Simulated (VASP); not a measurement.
VASP input:

### KPOINTS
```
Automatic
0
Gamma
8 8 8
```

### POSCAR
```
LaB6
1.0
  4.1552990501   0.0000000000   0.0000000000
  0.0000000000   4.1552990501   0.0000000000
  0.0000000000   0.0000000000   4.1552990501
La B
1 6
Cart
  4.1552990501   0.0000000000   0.0000000000
  3.3257290415   2.0776495251   2.0776495251
  2.0776495251   0.8295700086   2.0776495251
  2.0776495251   3.3257290415   2.0776495251
  0.8295700086   2.0776495251   2.0776495251
  2.0776495251   2.0776495251   3.3257290415
  2.0776495251   2.0776495251   0.8295700086
```

**INCAR**
```
! general
SYSTEM  = LaB6
PREC    = Accurate
ENCUT   = 620
LREAL   = .FALSE.
LASPH   = .TRUE.   ! aspherical one-centre terms

! electronic loop
EDIFF   = 1E-6
NELM    = 100   ! most electronic steps
ALGO    = Normal   ! blocked Davidson
LMAXMIX = 6   ! l cut-off of mixed one-centre charges

! smearing
ISMEAR  = 1
SIGMA   = 0.1

! functional
GGA     = PE

! ions
IBRION  = 2   ! conjugate gradients
NSW     = 40   ! most ionic steps
ISIF    = 3
EDIFFG  = -0.02

! output
LWAVE   = .FALSE.
LCHARG  = .FALSE.
```

POTCAR, in this order: La B (PBE.64 set). Program: vasp_std.

Q: Translate this PBE calculation to Ansatz.

A: One equivalent input (not run):
Ansatz 0.2 input:
```yaml
crystal:
  lattice:
    - [4.1552991, 0.0000000, 0.0000000]
    - [0.0000000, 4.1552991, 0.0000000]
    - [0.0000000, 0.0000000, 4.1552991]
  atoms:
    - { symbol: La, position: [1.0000000, 0.0000000, 0.0000000] }
    - { symbol: B, position: [0.8003585, 0.5000000, 0.5000000] }
    - { symbol: B, position: [0.5000000, 0.1996415, 0.5000000] }
    - { symbol: B, position: [0.5000000, 0.8003585, 0.5000000] }
    - { symbol: B, position: [0.1996415, 0.5000000, 0.5000000] }
    - { symbol: B, position: [0.5000000, 0.5000000, 0.8003585] }
    - { symbol: B, position: [0.5000000, 0.5000000, 0.1996415] }
kpoints:
  mp_grid: { grid: [8, 8, 8] }
hamiltonian:
  xc: pbe
  pseudopotentials: { kind: paw }
scf:
  occupations: { method: methfessel_paxton, width: 0.1 }
  max_iter: 100
relax:
  max_steps: 40
  f_tol: 0.02
  cell: {}
output: { forces: true, stress: true, eigenvalues: true }
```
The two are equivalent in intent, not identical: each code has its own PAW files, so the cut-off isn't converted (ENCUT is set for VASP's; basis.ecutwfc is left out, and Ansatz then takes the one that its files recommend); Ansatz stops its SCF on the density residual and VASP on the energy change (EDIFF).

The compound is LaB6 in the cab6 structure. This run relaxes it. Symmetry was kept, so distortions that lower it aren't found.
